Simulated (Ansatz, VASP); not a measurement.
**TiZnSe3: VASP beside Ansatz**

Aim: how closely do two programs agree when they are given the same cell, functional and k mesh? The cell is generated by rule, not measured, and may not be a known phase. The cell is taken from a series of runs on this material, whose earlier steps may have relaxed, scaled, displaced or heated it; both programs get it as it stands.

Main program and level: Ansatz 0.2.0; plane waves, with VASP 6.6.1 beside it; relaxation of cell and atoms at PBE.

### Step 1. The structure

Symmetry: Pm-3m, No. 221, cubic system. The conventional cell has a = 4.956 Å, b = 4.956 Å, c = 4.956 Å, α = 90.00°, β = 90.00°, γ = 90.00°. Zn has 12 Se at 3.50 Å nearest. Nearest to Ti lie 6 Se at 2.48 Å. Nearest to Se lie 2 Ti at 2.48 Å. Farther neighbours and most contacts between anions are not listed.

Coordinates:

```cif
data_structure
_symmetry_space_group_name_H-M 'Pm-3m'
_symmetry_Int_Tables_number 221
_cell_length_a 4.9564
_cell_length_b 4.9564
_cell_length_c 4.9564
_cell_angle_alpha 90.000
_cell_angle_beta 90.000
_cell_angle_gamma 90.000
_cell_volume 121.76
loop_
_atom_site_label
_atom_site_type_symbol
_atom_site_symmetry_multiplicity
_atom_site_Wyckoff_symbol
_atom_site_fract_x
_atom_site_fract_y
_atom_site_fract_z
_atom_site_occupancy
Zn1 Zn 1 a 0.00000 0.00000 0.00000 1
Ti1 Ti 1 b 0.50000 0.50000 0.50000 1
Se1 Se 3 c 0.50000 0.50000 0.00000 1
```

### Step 2. Ansatz: relaxation of cell and atoms, PBE, pair 1

Ansatz runs on its PAW soft_1 files.

The relaxed volume is the usual yardstick between codes: in a stiff, nearly cubic crystal its relative difference is about their pressure difference at one cell divided by the bulk modulus.

Contents of input.yaml:

```yaml
crystal:
  lattice:
    - [4.9563954824, 0.0, 0.0]
    - [0.0, 4.9563954824, 0.0]
    - [0.0, 0.0, 4.9563954824]
  atoms:
    - { symbol: Zn, position: [0.0, 0.0, 0.0] }
    - { symbol: Ti, position: [0.5, 0.5, 0.5] }
    - { symbol: Se, position: [0.5, 0.5, 0.0] }
    - { symbol: Se, position: [0.5, 0.0, 0.5] }
    - { symbol: Se, position: [0.0, 0.5, 0.5] }
kpoints:
  mp_grid: { grid: [8, 8, 8] }
hamiltonian:
  xc: pbe
  pseudopotentials: { kind: paw, azcp: { folder: soft_1 } }
scf:
  occupations: { method: methfessel_paxton, width: 0.2 }
output:
  forces: true
  stress: true
  eigenvalues: true
relax:
  adjacent_minimum: "off"
  f_tol: 0.001
  max_steps: 60
  cell: { stress_tol: 0.01 }
```

Launch:

```
> ansatz run input.yaml --threads 4 --pin off --max-ram 16384MiB --backend cpu --events-out ev --progress --plain --runs-dir out
```

Numbers of over 12 decimals in the logs are rounded to 6 here.

What it wrote:

```text
Engine: ansatz 0.2.0, aarch64-unknown-linux-gnu
Pseudopotentials: kind: paw
Pseudopotential: Zn, paw, valence charge 12, recommended cutoff 420 eV (normal), soft_1/Zn.paw.azcp
Pseudopotential: Ti, paw, valence charge 12, recommended cutoff 420 eV (normal), soft_1/Ti.paw.azcp
Pseudopotential: Se, paw, valence charge 16, recommended cutoff 420 eV (normal), soft_1/Se.paw.azcp
Functional definition: PBE
  parameter kappa = 0.804
  parameter beta = 0.066725
  exchange = pbe_x(kappa = kappa, mu = beta*pi^2/3)
  correlation = pbe_c(beta = beta)
Crystal: 5 atoms, lattice volume = 121.758 Å³
Basis set: ecut = 420 eV, 2373 PW (Γ), exchange–correlation on 72×72×72 points (8 copies of the dense FFT grid, shifted against one another)
Bands: 44, of which v1, the nominal top of the filled ones, is band 36 counted from 1 (35 counted from 0)
Symmetry: 48 space group operations
Space group: Pm-3m (ITA 221), of the structure as read, at distance tolerance 5.0e-5 Å
k-points: 35 of 512
Non-local potential: Zn, projectors of the file, l = 0: 2, l = 1: 2, l = 2: 3, l = 3: 1
Non-local potential: Ti, projectors of the file, l = 0: 3, l = 1: 2, l = 2: 3, l = 3: 1
Non-local potential: Se, projectors of the file, l = 0: 2, l = 1: 2, l = 2: 3, l = 3: 1
PAW form: soft (Blöchl's): semilocal exchange-correlation on the pseudo side does not see the compensation charge
PAW one-centre angular grid: Zn, 590 points (default); XC on 64 Gauss nodes
PAW one-centre angular grid: Ti, 590 points (default); XC on 64 Gauss nodes
PAW one-centre angular grid: Se, 590 points (default); XC on 64 Gauss nodes
Initial density: superposition of atomic densities (chi_scale 0.1, normalization cell, long waves kept (reshape's long-wave potential 0.00 eV rms))
Initial wavefunctions: pseudopotential atomic-orbital guess
Functional: x = pbe(κ = 0.804, μ = 0.219515), c = pbe(β = 0.066725)
SCF iter   1: F=—  HF=-22231.935773 eV  |F-HF|=—  |Δ(HF+E_count)|=         —  Δρ=1.76e-1  dr2=7.24e1  ethr=3.10e-3  ⟨swp⟩=5.9  Hψ=5405  notcnv=0
preconditioner: auto → LDOS  [metal: Δε(μ)=0.051 eV  Ē_g=7.949 eV  σ=0.200 eV  W_gap=0.21  n_scr=26 (ndim 8)  ℏωp=19.6 eV  f_vac=0.011  D(μ)=4.63/eV (n_scr^D=32)  β→1.0]
SCF iter   2: F=—  HF=-22228.384451 eV  |F-HF|=—  |Δ(HF+E_count)|=    3.55e0  S|Δr|=    0.00e0  Δρ=7.20e-2  dr2=4.29e0  ethr=3.10e-3  ⟨swp⟩=3.0  Hψ=3275  notcnv=0  defer=21
SCF iter   3: F=—  HF=-22227.731602 eV  |F-HF|=—  |Δ(HF+E_count)|=   6.53e-1  S|Δr|=    0.00e0  Δρ=4.41e-2  dr2=2.46e0  ethr=3.10e-3  ⟨swp⟩=3.1  Hψ=3023  notcnv=0  defer=67
SCF iter   4: F=—  HF=-22227.177035 eV  |F-HF|=—  |Δ(HF+E_count)|=   5.55e-1  S|Δr|=    0.00e0  Δρ=1.25e-2  dr2=3.16e-1  ethr=3.10e-3  ⟨swp⟩=2.0  Hψ=2517  notcnv=0  defer=73
SCF iter   5: F=—  HF=-22227.141274 eV  |F-HF|=—  |Δ(HF+E_count)|=   3.58e-2  S|Δr|=    0.00e0  Δρ=1.93e-3  dr2=8.38e-3  ethr=4.39e-4  ⟨swp⟩=2.0  Hψ=1979  notcnv=0  defer=67
SCF iter   6: F=—  HF=-22227.140840 eV  |F-HF|=—  |Δ(HF+E_count)|=   4.34e-4  S|Δr|=    0.00e0  Δρ=5.47e-4  dr2=2.49e-4  ethr=1.16e-5  ⟨swp⟩=2.5  Hψ=2453  notcnv=0  defer=67
SCF iter   7: F=—  HF=-22227.140819 eV  |F-HF|=—  |Δ(HF+E_count)|=   2.12e-5  S|Δr|=    0.00e0  Δρ=1.70e-4  dr2=5.68e-5  ethr=3.46e-7  ⟨swp⟩=2.0  Hψ=2698  notcnv=0  defer=67
SCF iter   8: F=—  HF=-22227.140831 eV  |F-HF|=—  |Δ(HF+E_count)|=   1.18e-5  S|Δr|=    0.00e0  Δρ=4.96e-5  dr2=5.06e-6  ethr=7.89e-8  ⟨swp⟩=2.0  Hψ=2695  notcnv=0  defer=67
SCF iter   9: F=—  HF=-22227.140831 eV  |F-HF|=—  |Δ(HF+E_count)|=   9.38e-8  S|Δr|=    0.00e0  Δρ=1.12e-5  dr2=3.06e-7  ethr=7.02e-9  ⟨swp⟩=1.5  Hψ=1495  notcnv=0  defer=67
SCF iter  10: F=-22227.140831 eV  HF=-22227.140831 eV  |F-HF|=1.41e-8  |Δ(HF+E_count)|=   1.03e-8  S|Δr|=    0.00e0  Δρ=2.87e-6  dr2=1.42e-8  ethr=1.39e-10  ⟨swp⟩=9.4  Hψ=6005  notcnv=0
SCF 1 converged in 10 iterations: F = -22227.140831 eV  dr2 = 1.42e-8
  greatest PAW one-centre occupation: 1.000 electrons in one spin orbital (limit 2), on the Se atom at site 4 (counted from 0), in its partial waves of l = 2
relax step   1: F+E_penalty+E_count = -22227.14083117 eV  Δ(F+E_penalty+E_count) = +0.000e0 eV  max|allowed force component| = 8.180e-29 eV/Å  Δτ_max = 0.0000 Å  P = -0.004 GPa  Ω = 121.758 Å³  (10 SCF iters, dr2 threshold 1.00e-7 eV, accepted)
Initial density: handed on by an earlier stage of this run
Initial wavefunctions: pseudopotential atomic-orbital guess (no wavefunctions were taken with the density)
iter 1 solved again at ethr=8.96e-8 eV; its pass at ethr=3.10e-3 eV (dr2=6.45e-5 eV) is discarded
SCF iter   1: F=—  HF=-22227.140801 eV  |F-HF|=—  |Δ(HF+E_count)|=         —  Δρ=3.81e-6  dr2=2.14e-8  ethr=8.96e-8  ⟨swp⟩=3.0  Hψ=9458  notcnv=0
preconditioner: auto → LDOS  [metal: Δε(μ)=0.066 eV  Ē_g=7.852 eV  σ=0.200 eV  W_gap=0.28  n_scr=26 (ndim 8)  ℏωp=19.6 eV  f_vac=0.022  D(μ)=3.62/eV (n_scr^D=26)  β→1.0]
SCF iter   2: F=—  HF=-22227.140831 eV  |F-HF|=—  |Δ(HF+E_count)|=   2.97e-5  S|Δr|=    0.00e0  Δρ=5.30e-6  dr2=2.05e-8  ethr=2.98e-11  ⟨swp⟩=3.0  Hψ=3425  notcnv=0
SCF iter   3: F=—  HF=-22227.140831 eV  |F-HF|=—  |Δ(HF+E_count)|=   4.95e-9  S|Δr|=    0.00e0  Δρ=1.65e-6  dr2=2.15e-9  ethr=2.84e-11  ⟨swp⟩=2.0  Hψ=1901  notcnv=0
SCF iter   4: F=—  HF=-22227.140831 eV  |F-HF|=—  |Δ(HF+E_count)|=  3.35e-10  S|Δr|=    0.00e0  Δρ=6.42e-7  dr2=4.21e-10  ethr=2.99e-12  ⟨swp⟩=2.0  Hψ=1991  notcnv=0
SCF iter   5: F=—  HF=-22227.140831 eV  |F-HF|=—  |Δ(HF+E_count)|=  4.37e-11  S|Δr|=    0.00e0  Δρ=1.79e-7  dr2=6.68e-11  ethr=1.00e-12  ⟨swp⟩=2.0  Hψ=1789  notcnv=0
SCF iter   6: F=—  HF=-22227.140831 eV  |F-HF|=—  |Δ(HF+E_count)|=  2.18e-11  S|Δr|=    0.00e0  Δρ=7.96e-8  dr2=8.24e-12  ethr=1.00e-12  ⟨swp⟩=1.0  Hψ=1540  notcnv=0
SCF iter   7: F=—  HF=-22227.140831 eV  |F-HF|=—  |Δ(HF+E_count)|=  1.09e-11  S|Δr|=    0.00e0  Δρ=4.26e-8  dr2=2.14e-12  ethr=1.00e-12  ⟨swp⟩=4.7  Hψ=5553  notcnv=0
SCF iter   8: F=-22227.140831 eV  HF=-22227.140831 eV  |F-HF|=7.28e-12  |Δ(HF+E_count)|=  3.64e-12  S|Δr|=    0.00e0  Δρ=1.64e-8  dr2=2.97e-13  ethr=1.00e-12  ⟨swp⟩=4.1  Hψ=5441  notcnv=0
SCF 2 converged in 8 iterations: F = -22227.140831 eV  dr2 = 2.97e-13
relax step   2: F+E_penalty+E_count = -22227.14083119 eV  Δ(F+E_penalty+E_count) = -1.095e-8 eV  max|allowed force component| = 1.336e-29 eV/Å  Δτ_max = 0.0000 Å  P = -0.004 GPa  Ω = 121.758 Å³  stress off target by 4.21e-3 GPa  SCF on the basis re-selected at this cell (its energy is not comparable with the rows above)  (8 SCF iters)
basis re-selected at this cell: Δ(F+E_penalty+E_count) = -1.095e-8 eV, ΔP = +0.000 GPa vs the last step (what re-selecting the basis moved, of the pressure what is left beyond the Pulay correction that the steps carried, after the strain that the cell walked since its last selection, with what the two solves' SCF thresholds leave and, on support functions, any second-order correction that the steps lacked; it is no m [...]
SCF converged after 8 iterations
Stability not checked: this state was not tested for a lower state beside it, because cold or Methfessel-Paxton smearing, or corrected tetrahedra, fill the levels in a way that the test cannot read (fill_not_monotonic; see scf.lower_state_search)
Free energy (F): -22227.140831 eV
Harris-Foulkes:  -22227.140831 eV  (|F-HF|=7.28e-12)
Internal energy: -22227.149335 eV  (E = F + TS)
E sigma→0 (E₀):  -22227.142957 eV
Entropy (-TS):   0.008504 eV (1.701 meV/atom)
Fermi energy:    6.944286 eV
--- Per-component energies (eV) ---
  E_band       = -1409.760441
  E_kinetic    = 754.135555
  E_local      = -11439.684376  (includes V_loc(G=0)·N_el)
  E_nonlocal   = -181.079091
  E_hartree    = 5538.714026
  E_xc         = -446.247860
  E_vxc        = -462.621074  (∫ρ·V_xc dr)
  E_paw        = -9330.036530  (= ΣΔE_a)
  E_vpaw       = -1157.938007  (= ΣTr[D̂ρ^β])
  E_aug_tail   = -0.001493  (compensation charges beyond the density's cutoff)
  E_ewald      = -7122.949566
  E_smearing   = 0.008504  (= −TS)
  E_closure    = -0.000000  (closes the sum)
  Σ components = -22227.140831   (vs F -22227.140831, Δ=0.00e0)
--- Forces (eV/Å), atoms counted from 1 ---
  atom   1  Zn    -0.00000000     0.00000000    -0.00000000
  atom   2  Ti     0.00000000     0.00000000     0.00000000
  atom   3  Se    -0.00000000     0.00000000    -0.00000000
  atom   4  Se    -0.00000000    -0.00000000     0.00000000
  atom   5  Se    -0.00000000    -0.00000000    -0.00000000
  max |Σ_I F_I| component: 9.47e-30 eV/Å
--- Stress (GPa, compression-positive) ---
       -0.004213       0.000000       0.000000
        0.000000      -0.004213       0.000000
        0.000000       0.000000      -0.004213
  P = ⅓ Tr σ = -0.0042 GPa (-0.042 kbar)
--- Band table (eV; the first three rows and the last of 35) ---
  k-point 0: bands = [... 32 lower, 6.2209, 6.2209, 6.8977, 6.8977, 6.8977, 7.1940, 7.1940, 7.1940, ... 4 higher]
  k-point 1: bands = [... 32 lower, 5.9228, 6.1428, 6.6703, 6.7259, 6.7259, 7.1982, 7.6822, 7.6822, ... 4 higher]
  k-point 2: bands = [... 32 lower, 5.3499, 5.9681, 6.7213, 6.7213, 6.9674, 7.2086, 8.2763, 8.2763, ... 4 higher]
  k-point 34: bands = [... 32 lower, 3.7473, 5.2714, 7.7060, 7.7060, 7.7060, 8.7582, 8.7582, 8.7582, ... 4 higher]
--- Relaxed structure (1 steps of the walk, 1 accepted, 1 SCFs on fresh bases) ---
  F+E_penalty+E_count = -22227.14083119 eV   max|allowed force component| = 1.336e-29 eV/Å   (the final SCF, on the basis selected at the relaxed cell)
  cell:  # Å, volume = 121.7581 Å³
    - [4.9563954824, 0.0, 0.0]
    - [0.0, 4.9563954824, 0.0]
    - [0.0, 0.0, 4.9563954824]
  atoms:
    - { symbol: Zn, position: [0.0, 0.0, 0.0] }
    - { symbol: Ti, position: [0.5, 0.5, 0.5] }
    - { symbol: Se, position: [0.5, 0.5, 0.0] }
    - { symbol: Se, position: [0.5, 0.0, 0.5] }
    - { symbol: Se, position: [0.0, 0.5, 0.5] }
```

(Part 1 of 3 ends here.)

[Lines on the potential files, build, host, timing and source positions are cut from VASP's logs without a mark.]

[Logs are printed without paths, hosts, clocks, repeated set-up lines and the standing remarks that a program may print on its own settings, such as how far it seeks lower states.]

[Hosts, paths, dates, database ids (printed as entryN), source tags and the programs' standing remarks are cut or masked in the printed files.]
